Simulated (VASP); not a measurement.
Consider the following.

```
CELL_PARAMETERS angstrom
      4.81181     0.00000     0.00000
      0.00000     4.81181     0.00000
      0.00000     0.00000     4.81181
ATOMIC_POSITIONS crystal
  Si 0.50000 0.50000 0.50000
  Si 0.00000 0.00000 0.00000
  Mo 0.25000 0.00000 0.50000
  Mo 0.50000 0.25000 0.00000
  Mo 0.50000 0.75000 0.00000
  Mo 0.75000 0.00000 0.50000
  Mo 0.00000 0.50000 0.75000
  Mo 0.00000 0.50000 0.25000
```

Method: LDA (Ceperley-Alder, Perdew-Zunger), VASP's LDA PAW potentials (set 64) (plane waves; VASP 6.6.1). Run with 500 eV cut-off, 7×7×7 Γ-centred mesh, first-order Methfessel-Paxton smearing of 0.10 eV, potentials Si Mo_sv.

Task: The ions, cell shape and volume at an external pressure of 10.0 GPa are relaxed. Give the cell that the relaxation ends in.

Result: 
```
CELL_PARAMETERS angstrom
      4.78623     0.00000     0.00000
      0.00000     4.78623     0.00000
      0.00000     0.00000     4.78623
ATOMIC_POSITIONS crystal
  Si 0.50000 0.50000 0.50000
  Si 0.00000 0.00000 0.00000
  Mo 0.25000 0.00000 0.50000
  Mo 0.50000 0.25000 0.00000
  Mo 0.50000 0.75000 0.00000
  Mo 0.75000 0.00000 0.50000
  Mo 0.00000 0.50000 0.75000
  Mo 0.00000 0.50000 0.25000
```
Space group Pm-3n (223), at a tolerance of 0.03 Å.

Task: How do energy and volume change from the first to the last step?

Result: The energy (σ→0) changes by +10.2 meV/atom and the volume by -1.6 %, in 3 ionic steps.

The compound is Mo3Si in the A15 structure. This run relaxes it under an external pressure of 10 GPa. Symmetry was kept, so distortions that lower it aren't found.
